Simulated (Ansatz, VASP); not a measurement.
# LiH: VASP beside Ansatz, part 2 of 2

One calculation is typed for both programs; each brings its own data sets. How far apart do they land? The cell is taken from a series of runs on this material, whose earlier steps may have relaxed, scaled, displaced or heated it; both programs get it as it stands.

VASP 6.6.1 and Ansatz 0.2.0.

So far: The structure; VASP: relaxation of cell and atoms, PBE; Ansatz: relaxation of cell and atoms, PBE; Side by side.

## 5. VASP: zone-centre phonons, PBE, pair 2

Level of this step: PBE; plane waves and PAW (Li_sv, H) (VASP).

Second derivatives magnify differences that forces hide, and they need a tight electronic threshold.

Input file INCAR:

```
SYSTEM = LiH
PREC = Accurate
ENCUT = 750
EDIFF = 1E-08
NELM = 120
ISMEAR = 0
SIGMA = 0.01
LREAL = .FALSE.
ALGO = Normal
GGA = PE
NBANDS = 8
LORBIT = 11
LWAVE = .FALSE.
LCHARG = .FALSE.
ISIF = 2
IBRION = 8
LEPSILON = .TRUE.
LASPH = .TRUE.
GGA_COMPAT = .FALSE.
EFERMI = MIDGAP
```

Input file POSCAR:

```
LiH
1.0
    0.0000000000      2.0033987323      2.0033987323
    2.0033987323      0.0000000000      2.0033987323
    2.0033987323      2.0033987323      0.0000000000
Li H
1 1
Direct
    0.0000000000      0.0000000000      0.0000000000
    0.5000000000      0.5000000000      0.5000000000
```

Input file KPOINTS:

```
Automatic mesh
0
Gamma
12 12 12
0 0 0
```

PAW data sets: Li_sv and H (PBE family, release 64).

Command:

```
mpirun -np 1 vasp_std
```

Numbers of over 12 decimals in the logs are rounded to 6 here.

Output:

```text
[... set-up lines as in an earlier step ...]
 entering main loop
       N       E                     dE             d eps       ncg     rms          rms(c)
DAV:   1    -0.169719250786E+01   -0.16972E+01   -0.19349E+03  1152   0.596E+02
DAV:   2    -0.630908048050E+01   -0.46119E+01   -0.45977E+01  1648   0.540E+01
DAV:   3    -0.636954449080E+01   -0.60464E-01   -0.60464E-01  1416   0.627E+00
DAV:   4    -0.636989592303E+01   -0.35143E-03   -0.35143E-03  1776   0.423E-01
[...]
DAV:  12    -0.612688593297E+01    0.16877E-07   -0.65352E-09  1376   0.664E-04    0.289E-04
DAV:  13    -0.612688591903E+01    0.13946E-07   -0.27900E-09   984   0.324E-04    0.290E-05
DAV:  14    -0.612688591803E+01    0.99939E-09   -0.14335E-10   776   0.896E-05
   1 F= -.61268859E+01 E0= -.61268859E+01  d E =0.000000E+00
 Linear response reoptimize wavefunctions to high precision
DAV:   1    -0.612688591849E+01   -0.46367E-09   -0.22406E-11  1088   0.392E-05
DAV:   2    -0.612688591849E+01   -0.11369E-12   -0.16011E-12   768   0.101E-05
 Linear response G [H, r] |phi>, progress :
  Direction:   1
[...]
RMM:  13    -0.177486554031E+00   -0.74739E-08   -0.22967E-08  5886   0.681E-05    0.598E-07
 first order change of Fermi-energy   0.48968E-03
 force on displaced ion       1 direction 1 :  -1.110   0.000   0.000
 Born effective charge ion    1 direction 1 :   1.021   0.000   0.000
 Linear response progress:
  Degree of freedom:   2/  2
       N       E                     dE             d eps       ncg     rms          rms(c)
RMM:   1    -0.163870932396E-01   -0.16387E-01   -0.64884E-03  5661   0.562E-01
RMM:   2    -0.166816292485E-01   -0.29454E-03   -0.44074E-04  5290   0.914E-02    0.987E-02
RMM:   3    -0.172551953057E-01   -0.57357E-03   -0.53128E-05  5395   0.359E-02    0.586E-02
RMM:   4    -0.184518807719E-01   -0.11967E-02   -0.31603E-05  5016   0.359E-02    0.227E-03
[...]
RMM:  10    -0.184633598884E-01    0.62925E-07   -0.72399E-08  6224   0.287E-05    0.446E-07
RMM:  11    -0.184633700239E-01   -0.10136E-07   -0.29457E-08  6381   0.148E-05    0.345E-07
RMM:  12    -0.184633649478E-01    0.50761E-08   -0.12345E-08  5581   0.987E-06    0.947E-08
 first order change of Fermi-energy  -0.13126E-02
 force on displaced ion       2 direction 1 :  -1.104   0.000   0.000
 Born effective charge ion    2 direction 1 :  -1.021   0.000   0.000
 Born effective charges drift removed
 Linear response finished
```

From OUTCAR (step 5):

```text
  Total       -0.0190534     -0.0190534     -0.0190534     -0.0000000      0.0000000      0.0000000
  in kB       -1.8982341     -1.8982341     -1.8982341     -0.0000000      0.0000000      0.0000000
  external PRESSURE =      -1.8982341 kB  Pullay stress =       0.0000000 kB

 POSITION                                       TOTAL-FORCE (eV/Angst)
 -----------------------------------------------------------------------------------
      0.00000      0.00000      0.00000         0.000000     -0.000000      0.000000
      2.00340      2.00340      2.00340        -0.000000      0.000000     -0.000000
 -----------------------------------------------------------------------------------
    total drift:                                0.000000      0.000000      0.000000

 MACROSCOPIC STATIC DIELECTRIC TENSOR (including local field effects in DFT)
 ------------------------------------------------------
           4.400744    -0.000000    -0.000000
          -0.000000     4.400744    -0.000000
           0.000000    -0.000000     4.400744
 ------------------------------------------------------

 MACROSCOPIC STATIC DIELECTRIC TENSOR IONIC CONTRIBUTION
 ------------------------------------------------------
          10.597423     0.000000    -0.000000
           0.000000    10.597423     0.000000
          -0.000000     0.000000    10.597423
 ------------------------------------------------------

[... 1 part as in an earlier step ...]

[... 1 further part left out ...]
```

## 6. Ansatz: zone-centre phonons, PBE, pair 2

The same cell, functional and mesh now go to Ansatz.

The cell is taken from a series of runs on this material, whose earlier steps may have relaxed, scaled, displaced or heated it; both programs get it as it stands.

Input file input.yaml:

```yaml
crystal:
  lattice:
    - [0.0, 2.0033987323, 2.0033987323]
    - [2.0033987323, 0.0, 2.0033987323]
    - [2.0033987323, 2.0033987323, 0.0]
  atoms:
    - { symbol: Li, position: [0.0, 0.0, 0.0] }
    - { symbol: H, position: [0.5, 0.5, 0.5] }
kpoints:
  mp_grid: { grid: [12, 12, 12] }
hamiltonian:
  xc: pbe
scf:
  occupations: { method: fixed }
output:
  eigenvalues: true
phonons:
  method: dfpt
  qmesh: [2, 2, 2]
  temperatures: { t_max: 1000, t_step: 50 }
  qpath:
    path:
      - [[0.0, 0.0, 0.0], [0.5, 0.0, 0.5], [0.625, 0.25, 0.625]]
      - [[0.375, 0.375, 0.75], [0.0, 0.0, 0.0], [0.5, 0.5, 0.5], [0.5, 0.25, 0.75], [0.5, 0.0, 0.5]]
    npoints: 10
basis:
  ecutwfc: 360
```

Command:

```
ansatz run input.yaml --threads 4 --pin off --max-ram 7168MiB --backend cpu --events-out ev --progress --plain --runs-dir out
```

Output:

```text
Warning: basis.ecutwfc = 360 eV is below the records' recommended 420 eV, and the density's cutoff is lower with it unless basis.ecutrho_ratio is high enough to keep the records' density cutoff: compare with a run at a higher cutoff
[...]
Crystal: 2 atoms, lattice volume = 16.082 Å³
Basis set: ecut = 360 eV, 259 PW (Γ), exchange–correlation on 36×36×36 points (8 copies of the dense FFT grid, shifted against one another)
[...]
largest difference from the sums on the solved wave vectors: F 2.90e-2 eV, S 6.28e-5 and C_V 3.09e-5 eV/K
  zero-point energy: 0.222625 eV/cell   skipped modes (ω ≤ 0): 3   left out of the sums: 2.84e-5 of the cell's modes: C_V's classical limit lies that fraction below 3 k_B per atom; for a crystal, a wire or a layer, F and S can be off by more, and a phonons.interpolated_qmesh denser along its periods is the remedy for the sampling
[key lines of the parts left out:]
SCF converged after 9 iterations
Free energy (F): -221.386753 eV
Fermi energy:    0.742845 eV
```

## 7. Side by side

What differs besides the data sets and the points named for the pairs above, as far as they apply: VASP's run holds the zone centre alone; the cutoff is 360 eV in Ansatz and 750 eV in VASP; Ansatz's log warns that its cutoff lies below the recommended one. Total energies have different zeros and are not compared.

The two programs side by side:

| quantity | Ansatz | VASP | difference |
| --- | --- | --- | --- |
| ε∞ xx | 4.38 | 4.40 | -0.56 % |
| ε∞ yy | 4.38 | 4.40 | -0.56 % |
| ε∞ zz | 4.38 | 4.40 | -0.56 % |
| Born charge of Li1 (mean of the diagonal) (e) | 1.02 | 1.02 | 0.00 |
| Born charge of H2 (mean of the diagonal) (e) | -1.02 | -1.02 | 0.00 |
| optical mode 1 to 3 (cm⁻¹) | 586.3 | 585.8 | +0.08 % |

Modes are paired by rising frequency, not by their patterns, so a pair may set unlike modes beside each other; they are those without the splitting of longitudinal modes.

## 8. VASP: zone-centre phonons, PBE, pair 3

Second derivatives magnify differences that forces hide, and they need a tight electronic threshold.

INCAR is that of step 5.

POSCAR is that of step 5.

KPOINTS is that of step 5.

Command:

```
mpirun -np 1 vasp_std
```

Output:

```text
[... set-up lines as in an earlier step ...]
 entering main loop
       N       E                     dE             d eps       ncg     rms          rms(c)
[... 14 cycles as in an earlier step ...]
   1 F= -.61268859E+01 E0= -.61268859E+01  d E =0.000000E+00
 Linear response reoptimize wavefunctions to high precision
[... 2 cycles as in an earlier step ...]
 Linear response G [H, r] |phi>, progress :
  Direction:   1
       N       E                     dE             d eps       ncg     rms
[... 16 cycles as in an earlier step ...]
 Linear response G [H, r] |phi>, progress :
  Direction:   2
       N       E                     dE             d eps       ncg     rms
[... 16 cycles as in an earlier step ...]
 Linear response G [H, r] |phi>, progress :
  Direction:   3
[...]
change of polarisation eV/A/(eV/A) component  1 :     0.193    -0.105    -0.115
 dielectric tensor                  component  1 :     3.170    -1.179    -1.295
 Linear response to external field (no local field effect), progress :
  Direction:   2
[...]
dielectric tensor                  component  2 :    -0.388     4.401    -0.023
 Linear response to external field, progress :
  Direction:   3
       N       E                     dE             d eps       ncg     rms          rms(c)
[... 10 cycles as in an earlier step ...]
 change of polarisation eV/A/(eV/A) component  3 :    -0.006    -0.020     0.302
 dielectric tensor                  component  3 :    -0.063    -0.222     4.401
 Linear response DOF=           2
 Linear response progress:
  Degree of freedom:   1/  2
       N       E                     dE             d eps       ncg     rms          rms(c)
[... 13 cycles as in an earlier step ...]
 first order change of Fermi-energy   0.48968E-03
 force on displaced ion       1 direction 1 :  -1.110   0.000   0.000
 Born effective charge ion    1 direction 1 :   1.021   0.000   0.000
 Linear response progress:
  Degree of freedom:   2/  2
       N       E                     dE             d eps       ncg     rms          rms(c)
[... 12 cycles as in an earlier step ...]
 first order change of Fermi-energy  -0.13126E-02
 force on displaced ion       2 direction 1 :  -1.104   0.000   0.000
 Born effective charge ion    2 direction 1 :  -1.021   0.000   0.000
 Born effective charges drift removed
 Linear response finished
```

From OUTCAR (step 8):

```text
[... 6 parts as in an earlier step ...]
```

## 9. Ansatz: zone-centre phonons, PBE, pair 3

The same cell, functional and mesh now go to Ansatz, which takes its cutoff from its data sets.

The cell is taken from a series of runs on this material, whose earlier steps may have relaxed, scaled, displaced or heated it; both programs get it as it stands.

input.yaml, the sections that differ from step 6:

```yaml
phonons:
  method: dfpt
  dielectric: true
  rigid_motions: translations
# crystal, kpoints, hamiltonian, scf, output: as in step 6
# basis: removed
```

Command:

```
ansatz run input.yaml --threads 4 --pin off --max-ram 7168MiB --backend cpu --events-out ev --progress --plain --runs-dir out
```

Output:

```text
[...]
Crystal: 2 atoms, lattice volume = 16.082 Å³
Basis set: ecut = 420 eV, 331 PW (Γ), exchange–correlation on 40×40×40 points (8 copies of the dense FFT grid, shifted against one another)
Bands: 6, of which v1, the nominal top of the filled ones, is band 2 counted from 1 (1 counted from 0)
Symmetry: 48 space group operations
k-points: 163 of 1728 (irreducible under 8 space group operations, time reversal used)
[...]
optical modes at Γ + LO–TO along q̂ = [1.0000, 0.0000, 0.0000]:
      ω (cm⁻¹)  modes    IR ((D/Å)²/amu)
[...]
optical modes at Γ + LO–TO along q̂ = [0.0000, 1.0000, 0.0000]:
      ω (cm⁻¹)  modes    IR ((D/Å)²/amu)
        585.18      2            54.4430
       1080.17      1            27.2215
  optical modes at Γ + LO–TO along q̂ = [0.0000, 0.0000, 1.0000]:
      ω (cm⁻¹)  modes    IR ((D/Å)²/amu)
        585.18      2            54.4430
       1080.17      1            27.2215
[key lines of the parts left out:]
SCF converged after 6 iterations
Free energy (F): -221.391760 eV
Fermi energy:    0.742861 eV
```

## 10. Comparison

What differs besides the data sets and the points named for the pairs above, as far as they apply: VASP's response is taken on the typed mesh, Ansatz refines its own for the field response alone. Total energies have different zeros and are not compared.

Compared:

| quantity | Ansatz | VASP | difference |
| --- | --- | --- | --- |
| ε∞ xx | 4.38 | 4.40 | -0.48 % |
| ε∞ yy | 4.38 | 4.40 | -0.48 % |
| ε∞ zz | 4.38 | 4.40 | -0.48 % |
| Born charge of Li1 (mean of the diagonal) (e) | 1.02 | 1.02 | 0.00 |
| Born charge of H2 (mean of the diagonal) (e) | -1.02 | -1.02 | 0.00 |
| optical mode 1 to 3 (cm⁻¹) | 585.2 | 585.8 | -0.11 % |

Modes are paired by rising frequency, not by their patterns, so a pair may set unlike modes beside each other; they are those without the splitting of longitudinal modes.

## 11. Summary of results

```yaml
difference_in_volume_relaxation_of_cell_and_atoms_pbe: 0.54 %
r_m_s_difference_of_the_optical_zone_centre_modes_each_program_s_sorted_by_frequency_zone_centre_phonons_pbe_pair_2: 0.46 cm⁻¹
difference_in_eps_infinity_xx_zone_centre_phonons_pbe_pair_2: -0.6 %
r_m_s_difference_of_the_optical_zone_centre_modes_each_program_s_sorted_by_frequency_zone_centre_phonons_pbe_pair_3: 0.67 cm⁻¹
```

In words: The difference in volume is 0.54 % (relaxation of cell and atoms, PBE), within the 1.2 % picked in this series as the mark of a large difference, as far as the stopping tolerances let one tell. Among the rows given in per cent, the largest difference of the zone-centre phonons, PBE, pair 2 pair is in ε∞ xx, -0.6 %. Such differences can come from data sets, numerical settings and the points named under the comparisons, not from the functional's error against experiment.

[Lines on the potential files, build, host, timing and source positions are cut from VASP's logs without a mark.]

[Logs are printed without paths, hosts, clocks, repeated set-up lines and the standing remarks that a program may print on its own settings, such as how far it seeks lower states.]

[Hosts, paths, dates, database ids (printed as entryN), source tags and the programs' standing remarks are cut or masked in the printed files.]
